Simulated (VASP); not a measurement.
Level of theory: LDA (Ceperley-Alder, Perdew-Zunger), VASP's LDA PAW potentials (set 64) (plane waves; VASP 6.6.1).

A VASP calculation is set up with these files.

### KPOINTS
```
Automatic mesh
0
Gamma
10 10 4
0 0 0
```

**INCAR**
```
SYSTEM = TiNbB4
PREC = Accurate
ENCUT = 400
EDIFF = 1E-6
NELM = 100
ALGO = Normal
LREAL = .FALSE.
LASPH = .TRUE.
ISMEAR = -1
SIGMA = 0.1
LMAXMIX = 4
LWAVE = .FALSE.
LCHARG = .FALSE.
ISIF = 2
```

**POSCAR**
```
TiNbB4
1
    3.0870300000     0.0000000000     0.0000000000
   -1.5435150000     2.6734460000     0.0000000000
    0.0000000000     0.0000000000     6.5994300000
Ti Nb B
1 1 4
Direct
  0.0000000000   0.0000000000   0.5000000000
  0.0000000000   0.0000000000   0.0000000000
  0.3333330000   0.6666670000   0.7407700000
  0.6666670000   0.3333330000   0.2592300000
  0.6666670000   0.3333330000   0.7407700000
  0.3333330000   0.6666670000   0.2592300000
```

POTCAR, in this order: Ti_sv Nb_sv B (LDA.64 set). Program: vasp_std.

What VASP printed:

OSZICAR:
```
       N       E                     dE             d eps       ncg     rms          rms(c)
DAV:   1     0.338205799669E+03    0.33821E+03   -0.16061E+04  1848   0.150E+03
DAV:   2    -0.216706493315E+02   -0.35988E+03   -0.35507E+03  2076   0.524E+02
DAV:   3    -0.615806709682E+02   -0.39910E+02   -0.39212E+02  3318   0.142E+02
DAV:   4    -0.638551790574E+02   -0.22745E+01   -0.22388E+01  2640   0.299E+01
DAV:   5    -0.639729808167E+02   -0.11780E+00   -0.11682E+00  2898   0.636E+00    0.198E+01
DAV:   6    -0.553363562472E+02    0.86366E+01   -0.53642E+01  2540   0.556E+01    0.497E+00
DAV:   7    -0.557216138289E+02   -0.38526E+00   -0.10205E+01  2810   0.229E+01    0.459E+00
DAV:   8    -0.554204862583E+02    0.30113E+00   -0.21017E+00  2824   0.126E+01    0.289E+00
DAV:   9    -0.554389921147E+02   -0.18506E-01   -0.39553E-01  2792   0.424E+00    0.114E+00
DAV:  10    -0.554285562820E+02    0.10436E-01   -0.91888E-02  3068   0.201E+00    0.231E-01
DAV:  11    -0.554282060114E+02    0.35027E-03   -0.67251E-03  2702   0.510E-01    0.698E-02
DAV:  12    -0.554282256535E+02   -0.19642E-04   -0.55727E-04  2802   0.221E-01    0.365E-02
DAV:  13    -0.554282281575E+02   -0.25041E-05   -0.29670E-05  2814   0.326E-02    0.259E-02
DAV:  14    -0.554282282742E+02   -0.11664E-06   -0.27579E-05  2736   0.434E-02    0.404E-03
DAV:  15    -0.554282282892E+02   -0.15031E-07   -0.22165E-06  1572   0.935E-03
   1 F= -.55428228E+02 E0= -.55400812E+02  d E =-.548335E-01
```

OUTCAR:
```
------------------------ aborting loop because EDIFF is reached ----------------------------------------
  FORCE on cell =-STRESS in cart. coord.  units (eV):
  Direction    XX          YY          ZZ          XY          YZ          ZX
  --------------------------------------------------------------------------------------
  Total       -5.2215367     -5.2215351     -5.5306002      0.0000000     -0.0000000      0.0000000
  in kB     -153.5996492   -153.5996030   -162.6912338      0.0000000     -0.0000000      0.0000000
  external PRESSURE =    -156.6301620 kB  Pullay stress =       0.0000000 kB
  volume of cell :       54.47
      direct lattice vectors                 reciprocal lattice vectors
     3.087030000  0.000000000  0.000000000     0.323935951  0.187024537  0.000000000
    -1.543515000  2.673446000  0.000000000     0.000000000  0.374049074  0.000000000
     0.000000000  0.000000000  6.599430000     0.000000000  0.000000000  0.151528238
 POSITION                                       TOTAL-FORCE (eV/Angst)
 -----------------------------------------------------------------------------------
      0.00000      0.00000      3.29971         0.000000      0.000000      0.000000
      0.00000      0.00000      0.00000         0.000000      0.000000      0.000000
     -0.00000      1.78230      4.88866         0.000000     -0.000000      0.105811
      1.54352      0.89115      1.71077        -0.000000      0.000000     -0.105811
      1.54352      0.89115      4.88866        -0.000000      0.000000      0.105811
     -0.00000      1.78230      1.71077         0.000000     -0.000000     -0.105811
 -----------------------------------------------------------------------------------
    total drift:                               -0.000000      0.000000      0.000000
  FREE ENERGIE OF THE ION-ELECTRON SYSTEM (eV)
  ---------------------------------------------------
  free  energy   TOTEN  =       -55.4282282892 eV

  energy  without entropy=      -55.3733948390  energy(sigma->0) =      -55.40081156
```
(Selected blocks of OUTCAR.)

At this cut-off the stress carries a Pulay error, which pulls relaxed volumes low.

The structure comes from a computed database's TiNbB4 entry; how it stands against other phases isn't given here. The cell was not relaxed at this level. The run is one of a series of settings (GGA removed, POTCAR Ti_sv Nb_sv B (LDA.64 set) against the base run), some of them coarse on purpose. The electron count is odd and the run is not spin-polarised, which forces a metal. VASP warned that the highest band is occupied, so more bands are needed.
